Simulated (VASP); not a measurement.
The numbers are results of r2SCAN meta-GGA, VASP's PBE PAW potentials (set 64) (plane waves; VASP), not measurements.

A VASP calculation is set up with these files.

**KPOINTS_OPT**
```
k-points along high-symmetry lines
6
Line-mode
Reciprocal
  0.000000   0.000000   0.000000 ! GAMMA
 -0.000000   0.500000   0.000000 ! M

 -0.000000   0.500000   0.000000 ! M
 -0.333333   0.666667   0.000000 ! K

 -0.333333   0.666667   0.000000 ! K
  0.000000   0.000000   0.000000 ! GAMMA

  0.000000   0.000000   0.000000 ! GAMMA
  0.000000   0.000000   0.500000 ! A

  0.000000   0.000000   0.500000 ! A
 -0.000000   0.500000   0.500000 ! L

 -0.000000   0.500000   0.500000 ! L
 -0.333333   0.666667   0.500000 ! H

 -0.333333   0.666667   0.500000 ! H
  0.000000   0.000000   0.500000 ! A

 -0.000000   0.500000   0.500000 ! L
 -0.000000   0.500000   0.000000 ! M

 -0.333333   0.666667   0.500000 ! H
 -0.333333   0.666667   0.000000 ! K
```

KPOINTS:
```
Automatic mesh
0
Gamma
15 15 8
0 0 0
```

### POSCAR
```
Mg
1
    1.5926911797    -2.7586224874     0.0000000000
    1.5926911797     2.7586224874     0.0000000000
    0.0000000000     0.0000000000     5.0994594159
Mg
2
Direct
  0.3333330000   0.6666670000   0.2500000000
  0.6666670000   0.3333330000   0.7500000000
```

### INCAR
```
# general
SYSTEM  = Mg
PREC    = Accurate
ENCUT   = 400   # plane-wave cut-off (eV)
LREAL   = F
LASPH   = T   # aspherical one-centre terms

# electronic loop
EDIFF   = 1E-7
NELM    = 100   # most electronic steps
ALGO    = Normal   # blocked Davidson
LMIXTAU = T

# smearing
ISMEAR  = -5   # tetrahedra, Bloechl

# functional
METAGGA = R2SCAN

# ions
ISIF    = 2   # forces and stress, cell fixed

# output
LWAVE   = F
LCHARG  = F
LORBIT  = 11
NEDOS   = 601   # DOS grid
```

POTCAR, in this order: Mg (PBE.64 set). Program: vasp_std.

The resulting files:

OSZICAR:
```
       N       E                     dE             d eps       ncg     rms          rms(c)
DAV:   1    -0.590768229974E+01   -0.59077E+01   -0.11807E+03  1620   0.402E+02
DAV:   2    -0.831407646572E+01   -0.24064E+01   -0.23485E+01  2262   0.264E+01
DAV:   3    -0.833143197579E+01   -0.17356E-01   -0.17032E-01  2208   0.301E+00
DAV:   4    -0.833150220379E+01   -0.70228E-04   -0.70369E-04  2268   0.162E-01
DAV:   5    -0.833150265307E+01   -0.44928E-06   -0.44303E-06  2208   0.915E-03    0.979E-01
DAV:   6    -0.827538647519E+01    0.56116E-01   -0.92738E-02  1956   0.183E+00    0.704E-01
DAV:   7    -0.829452114452E+01   -0.19135E-01   -0.41845E-02  1794   0.206E+00    0.118E-01
DAV:   8    -0.829606570329E+01   -0.15446E-02   -0.93639E-03  1788   0.834E-01    0.348E-02
DAV:   9    -0.829568967917E+01    0.37602E-03   -0.98367E-04  1824   0.267E-01    0.249E-02
DAV:  10    -0.829597934490E+01   -0.28967E-03   -0.22752E-04  1830   0.119E-01    0.672E-03
DAV:  11    -0.829595579516E+01    0.23550E-04   -0.25519E-05  2172   0.366E-02    0.479E-03
DAV:  12    -0.829594286047E+01    0.12935E-04   -0.32852E-06  1842   0.132E-02    0.294E-03
DAV:  13    -0.829595026091E+01   -0.74004E-05   -0.17742E-06  1746   0.132E-02    0.622E-04
DAV:  14    -0.829594438916E+01    0.58718E-05   -0.27411E-07  1914   0.380E-03    0.284E-04
DAV:  15    -0.829594573148E+01   -0.13423E-05   -0.31071E-08  1080   0.116E-03    0.302E-04
DAV:  16    -0.829594631505E+01   -0.58356E-06   -0.65524E-08  1050   0.136E-03    0.402E-05
DAV:  17    -0.829594622289E+01    0.92153E-07   -0.27196E-09   942   0.495E-04
   1 F= -.82959462E+01 E0= -.82959462E+01  d E =0.000000E+00
       N       E                     dE             ncg
```

File OUTCAR:
```
------------------------ aborting loop because EDIFF is reached ----------------------------------------
  FORCE on cell =-STRESS in cart. coord.  units (eV):
  Direction    XX          YY          ZZ          XY          YZ          ZX
  --------------------------------------------------------------------------------------
  Total       -0.0618696     -0.0618697      0.0365048      0.0000000      0.0000000     -0.0000000
  in kB       -2.2121276     -2.2121283      1.3052173      0.0000000      0.0000000     -0.0000000
  external PRESSURE =      -1.0396795 kB  Pullay stress =       0.0000000 kB
  volume of cell :       44.81
      direct lattice vectors                 reciprocal lattice vectors
     1.592691180 -2.758622487  0.000000000     0.313934055 -0.181249882  0.000000000
     1.592691180  2.758622487  0.000000000     0.313934055  0.181249882  0.000000000
     0.000000000  0.000000000  5.099459416     0.000000000  0.000000000  0.196099217
 POSITION                                       TOTAL-FORCE (eV/Angst)
 -----------------------------------------------------------------------------------
      1.59269      0.91954      1.27486         0.000000      0.000000      0.000000
      1.59269     -0.91954      3.82459        -0.000000     -0.000000      0.000000
 -----------------------------------------------------------------------------------
    total drift:                               -0.000001     -0.000006      0.000001
  FREE ENERGIE OF THE ION-ELECTRON SYSTEM (eV)
  ---------------------------------------------------
  free  energy   TOTEN  =        -8.2959462229 eV

  energy  without entropy=       -8.2959462229  energy(sigma->0) =       -8.29594622

 total charge

# of ion       s       p       d       tot
------------------------------------------
    1        0.191   0.136   0.011   0.338
    2        0.191   0.136   0.011   0.338
--------------------------------------------------
tot          0.381   0.272   0.023   0.676
```
(Selected blocks of OUTCAR.)

### OUTCAR
```
 val. band max:        3.0737602397   @ k =   0.3333   0.0000   0.0000

 cond. band min:       2.7207481897   @ k =   0.3333   0.3333   0.3750


 Fermi energy:         2.8097216367

 k-point     1 :       0.0000    0.0000    0.0000
  band No.  band energies     occupation
      1      -4.7208      2.00000
      2       0.9119      2.00000
      3       1.7158      2.30094
      4      14.4612      0.00000
      5      14.4613      0.00000
      6      14.6333      0.00000

 k-point     2 :       0.0667    0.0000    0.0000
  band No.  band energies     occupation
      1      -4.6270      2.00000
      2       0.9982      2.00000
      3       1.8047      2.26606
      4      12.5928      0.00000
      5      13.4545      0.00000
      6      14.3161      0.00000

 k-point     3 :       0.1333    0.0000    0.0000
  band No.  band energies     occupation
      1      -4.3461      2.00000
      2       1.2572      2.00000
      3       2.0685      2.03847
      4      10.4033      0.00000
      5      12.5159      0.00000
      6      13.2849      0.00000

 k-point     4 :       0.2000   -0.0000    0.0000
  band No.  band energies     occupation
      1      -3.8798      2.00000
      2       1.6892      2.00000
      3       2.4962      1.11266
      4       8.3151      0.00000
      5      11.7321      0.00000
      6      12.1857      0.00000

 k-point     5 :       0.2667    0.0000    0.0000
  band No.  band energies     occupation
      1      -3.2308      2.00000
      2       2.2946      2.00601
      3       3.0492      0.03124
      4       6.4071      0.00000
      5      11.0426      0.00000
      6      11.1053      0.00000

 k-point     6 :       0.3333    0.0000    0.0000
  band No.  band energies     occupation
      1      -2.4029      2.00000
      2       3.0738      1.03071
      3       3.4417      0.00000
      4       4.9707      0.00000
      5       9.6044      0.00000
      6       9.8260      0.00000
...
```

For a metal the tetrahedron method with Blöchl corrections gives inexact stress and forces.

The compound is Mg in the hcp structure. It was relaxed first.
